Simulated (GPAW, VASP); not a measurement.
Given: the input of a run of VASP 6.6.1 on Rb3Ba. The cell comes from a database or a generator and needn't be the stable form of this composition.

INCAR

```
ALGO = Normal
EDIFF = 1E-7
ENCUT = 520
GGA = PE
ISIF = 2
ISMEAR = -1
LASPH = True
LCHARG = False
LREAL = False
LWAVE = False
NBANDS = 26
NELM = 80
PREC = Accurate
SIGMA = 0.05
```

The input KPOINTS:

```
k-points
0
Gamma
  6 6 6
```

The input POSCAR:

```
Rb3Ba
1.0
   -3.3714590000      3.3714590000      7.3713480000
    3.3714590000     -3.3714590000      7.3713480000
    3.3714590000      3.3714590000     -7.3713480000
Ba Rb
1 3
Direct
    0.0000000000      0.0000000000      0.0000000000
    0.5000000000      0.5000000000      0.0000000000
    0.2500000000      0.7500000000      0.5000000000
    0.7500000000      0.2500000000      0.5000000000
```

Potentials or basis: VASP PAW PBE potentials, release 64 (Ba_sv, Rb_sv).

Command:

```sh
$ cat potpaw_PBE.64/Ba_sv/POTCAR potpaw_PBE.64/Rb_sv/POTCAR > POTCAR
$ mpirun -np 1 vasp_std > vasp.out
```

Question: What does the same run look like in GPAW 26.7.0 (ASE script)? Potentials or basis there: GPAW PAW data sets (gpaw-data 1.2.1), cutoff 600 eV.

Answer: As run (cutoffs and basis follow the program's own potentials, and thresholds, step limits or extra output files can differ):

File run.py:

```python
from ase import Atoms
from ase.dft.bandgap import bandgap
from ase.io import write
from ase.units import Bohr, GPa
from gpaw import GPAW, PW
from gpaw.elf import elf_from_dft_calculation

atoms = Atoms(['Ba', 'Rb', 'Rb', 'Rb'],
              cell=[[-3.371459, 3.371459, 7.371348],
                    [3.371459, -3.371459, 7.371348],
                    [3.371459, 3.371459, -7.371348]],
              scaled_positions=[[0.0, 0.0, 0.0],
                                [0.5, 0.5, 0.0],
                                [0.25, 0.75, 0.5],
                                [0.75, 0.25, 0.5]],
              pbc=True)

calc = GPAW(mode=PW(600),
            xc='PBE',
            kpts={'size': (6, 6, 6), 'gamma': True},
            occupations={'name': 'fermi-dirac', 'width': 0.05},
            nbands=32,
            convergence={'density': 1e-05, 'energy': 1e-05},
            maxiter=150,
            txt='gpaw.txt')
atoms.calc = calc
energy = atoms.get_potential_energy()
forces = atoms.get_forces()
stress = atoms.get_stress()
calc.write('gs.gpw')
write('result.traj', atoms)
print(f'Energy: {energy:.6f} eV')
print('Forces (eV/A):')
print(forces.round(4))
print('Stress (GPa):', (stress / GPa).round(3))
print('Fermi level:', round(calc.get_fermi_level(), 4), 'eV')
print(f'Gap: {bandgap(calc)[0]:.4f} eV, direct: {bandgap(calc, direct=True)[0]:.4f} eV')

# fields on the real-space grid
write('density.cube', atoms, data=calc.get_pseudo_density() * Bohr**3)
write('potential.cube', atoms, data=calc.get_electrostatic_potential())
write('elf.cube', atoms, data=elf_from_dft_calculation(calc).data)
```

Potentials or basis: GPAW PAW data sets (gpaw-data 1.2.1), pw.

Run with:

```sh
$ OMP_NUM_THREADS=1 python run.py
```

Both were run:

|  | VASP | GPAW |
| --- | --- | --- |
| Pressure | 0.0 GPa | 0.0 GPa |

Pressure is positive in compression.
